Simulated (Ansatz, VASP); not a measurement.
**BiN: VASP beside Ansatz**

INCAR

```
  PREC = Accurate
  ENCUT = 520
  EDIFF = 1E-6
  ISMEAR = 0
  SIGMA = 0.05
  LREAL = F
  LASPH = T
  NELM = 100
  ALGO = Fast
  ISIF = 2
  LWAVE = F
  LCHARG = T
  GGA = PS
  LELF = T
  LVHAR = T
  NBANDS = 17
```

KPOINTS

```
Automatic mesh
0
Gamma
  10 10 10
```

POSCAR

```
BiN
1.0
    0.0000000000      2.7761039627      2.7761039627
    2.7761039627      0.0000000000      2.7761039627
    2.7761039627      2.7761039627      0.0000000000
Bi N
1 1
Direct
    0.0000000000      0.0000000000      0.0000000000
    0.2500000000      0.2500000000      0.2500000000
```

Input for Ansatz:

```yaml
crystal:
  lattice:
    - [0.0, 2.7761039627, 2.7761039627]
    - [2.7761039627, 0.0, 2.7761039627]
    - [2.7761039627, 2.7761039627, 0.0]
  atoms:
    - { symbol: Bi, position: [0.0, 0.0, 0.0] }
    - { symbol: "N", position: [0.25, 0.25, 0.25] }
basis:
  ecutwfc: 420
  ecutrho_ratio: 4
kpoints:
  mp_grid: { grid: [10, 10, 10] }
hamiltonian:
  xc: pbesol
scf:
  occupations: { method: gaussian, width: 0.05 }
output:
  forces: true
  stress: true
  eigenvalues: true
  populations: true
```

Alike in both runs: task single point; functional PBEsol; k mesh 10 × 10 × 10; occupations gaussian, width 0.05 eV; no spin polarisation.

|  | VASP | Ansatz |
| --- | --- | --- |
| version | VASP 6.6.1 | Ansatz 0.2.0 |
| potentials or method | VASP PAW PBE potentials, release 64 (Bi_d, N) | scalar-relativistic, plane waves, PAW |
| plane-wave cutoff (eV) | 520 | 420 |
| valence electrons in the cell | 20 | 20 |

|  | VASP | Ansatz | Ansatz less VASP |
| --- | --- | --- | --- |
| pressure (GPa) | -3.3 | -3.3 | -0.01 |

The functional is the same, so the differences come from potentials, cutoffs and numerics.

Caveats: the PAW data sets were made with another functional, which shifts forces and pressure a little (VASP); spin-orbit coupling is left out, which moves the levels of the heavy elements.
